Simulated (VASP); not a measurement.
Here is a VASP 6.6.1 calculation.

Contents of INCAR:

```
SYSTEM = AlB2Sb3
PREC = Accurate
ENCUT = 520
EDIFF = 1E-6
ISMEAR = 0
SIGMA = 0.1
LREAL = .FALSE.
LASPH = .TRUE.
NELM = 120
ALGO = Normal
ISIF = 3
LWAVE = .FALSE.
LCHARG = .FALSE.
GGA = PE
IBRION = 2
NSW = 90
EDIFFG = -0.01
KPAR = 8
```

KPOINTS

```
Automatic mesh
0
G
  10 10 10
  0 0 0
```

The input POSCAR:

```
AlB2Sb3
1.0
   -1.9620000000      5.9450000000      2.8280000000
    1.9620000000     -5.9450000000      2.8280000000
    1.9620000000      5.9450000000     -2.8280000000
Al B Sb
1 2 3
Direct
    0.0024752500      0.0024752500      0.0000000000
    0.3306913100      0.0015912300      0.3291000800
    0.6724911500      0.0015912300      0.6708999200
    0.4583932700      0.2738684600      0.1845248100
    0.0893436500      0.2738684600      0.8154751900
    0.6964285700      0.1964285700      0.5000000000
```

Potentials or basis: VASP PAW PBE potentials, release 64 (Al, B, Sb).

Command:

```sh
$ cat potpaw_PBE.64/Al/POTCAR potpaw_PBE.64/B/POTCAR potpaw_PBE.64/Sb/POTCAR > POTCAR
$ mpirun -np 8 vasp_std > vasp.out
```

Task: Predict the relaxed cell.

Result: a = 6.865 Å, b = 6.865 Å, c = 6.865 Å, α = 146.86°, β = 60.19°, γ = 131.29°.

Task: Estimate the relaxed volume.

Result: 21.95 Å³/atom.

Forces in eV/Å, atoms in the order of the input:
```
Al   0.000  0.000  0.003
B    0.000  0.004  0.003
B    0.000 -0.004  0.003
Sb   0.000 -0.003  0.001
Sb   0.000  0.003  0.001
Sb   0.000  0.000 -0.010
```
